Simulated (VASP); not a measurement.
Zn:

```
CELL_PARAMETERS angstrom
2.80447 0.00000 0.00000
-1.40224 2.42874 0.00000
0.00000 0.00000 4.43819
ATOMIC_POSITIONS crystal
Zn 0.33333 0.66667 0.25000
Zn 0.66667 0.33333 0.75000
```

* Program: VASP 6.6.1
* Task: relaxation of cell and atoms
* Functional: PBE
* Potentials or basis: VASP PAW PBE potentials, release 64 (Zn)
* Cutoff: 600 eV
* k mesh: 18 × 18 × 10
* Occupations: gaussian, width 0.1 eV
* Spin: no spin polarisation

At the start: pressure -1.0 GPa; volume 15.12 Å³/atom.

**Question.** How do energy, volume and symmetry change on relaxing?

**Answer.** Over 39 steps the energy falls by 19.4 meV/atom and the volume is 15.37 Å³/atom (+1.7 %); space group P6_3/mmc (No. 194, to 0.05 Å).

The path:
| step | energy change (eV) | largest force (eV/Å) | pressure (GPa) | volume (Å³) |
| --- | --- | --- | --- | --- |
| 1 | 0.0000 | 0.0000 | -1.03 | 30.23 |
| 2 | -0.0006 | 0.0000 | 0.17 | 29.81 |
| 3 | -0.0006 | 0.0000 | 0.00 | 30.00 |
| 4 | -0.0006 | 0.0000 | 0.29 | 29.82 |
| 5 | -0.0007 | 0.0000 | 0.18 | 29.91 |
| 6 | -0.0012 | 0.0000 | 0.03 | 29.89 |
| 7 | -0.0030 | 0.0000 | 0.05 | 29.85 |
| 8 | -0.0058 | 0.0000 | 0.14 | 29.74 |
| 9 | -0.0117 | 0.0000 | 1.46 | 29.48 |
| 10 | -0.0023 | 0.0000 | 6.01 | 28.80 |
| 11 | -0.0131 | 0.0000 | 2.08 | 29.39 |
| 12 | -0.0191 | 0.0000 | 3.58 | 29.12 |
| 13 | -0.0153 | 0.0000 | 4.83 | 28.97 |
| 14 | -0.0189 | 0.0000 | 3.98 | 29.08 |
| 15 | -0.0190 | 0.0000 | 3.81 | 29.08 |
| 16 | -0.0192 | 0.0000 | 3.99 | 29.09 |
| 17 | -0.0195 | 0.0000 | 4.16 | 29.09 |
| 18 | -0.0195 | 0.0000 | 4.08 | 29.10 |
| 19 | -0.0196 | 0.0000 | 3.96 | 29.10 |
| 20 | -0.0199 | 0.0000 | 4.09 | 29.11 |
| 21 | -0.0208 | 0.0000 | 4.06 | 29.15 |
| 22 | -0.0226 | 0.0000 | 3.68 | 29.22 |
| 23 | -0.0257 | 0.0000 | 3.20 | 29.37 |
| 24 | -0.0308 | 0.0000 | 2.46 | 29.67 |
| 25 | -0.0361 | 0.0000 | 0.58 | 30.27 |
| 26 | -0.0366 | 0.0000 | 0.15 | 30.46 |
| 27 | -0.0366 | 0.0000 | 0.19 | 30.52 |
| 28 | -0.0364 | 0.0000 | -0.31 | 30.65 |
| 29 | -0.0365 | 0.0000 | -0.15 | 30.57 |
| 30 | -0.0368 | 0.0000 | 0.21 | 30.58 |
| 31 | -0.0375 | 0.0000 | -0.15 | 30.63 |
| 32 | -0.0385 | 0.0000 | -0.15 | 30.73 |
| 33 | -0.0380 | 0.0000 | 0.00 | 30.92 |
| 34 | -0.0387 | 0.0000 | -0.12 | 30.80 |
| 35 | -0.0387 | 0.0000 | -0.18 | 30.76 |
| 36 | -0.0386 | 0.0000 | 0.20 | 30.64 |
| 37 | -0.0387 | 0.0000 | 0.28 | 30.70 |
| 38 | -0.0387 | 0.0000 | 0.12 | 30.74 |
| 39 | -0.0387 | 0.0000 | 0.01 | 30.74 |

Final structure:
```cif
data_structure
_symmetry_space_group_name_H-M 'P 1'
_symmetry_Int_Tables_number 1
_cell_length_a 2.6396
_cell_length_b 2.6396
_cell_length_c 5.0951
_cell_angle_alpha 90.000
_cell_angle_beta 90.000
_cell_angle_gamma 120.000
_cell_volume 30.74
loop_
_atom_site_label
_atom_site_type_symbol
_atom_site_fract_x
_atom_site_fract_y
_atom_site_fract_z
_atom_site_occupancy
Zn1 Zn 0.33333 0.66667 0.25000 1
Zn2 Zn 0.66667 0.33333 0.75000 1
```
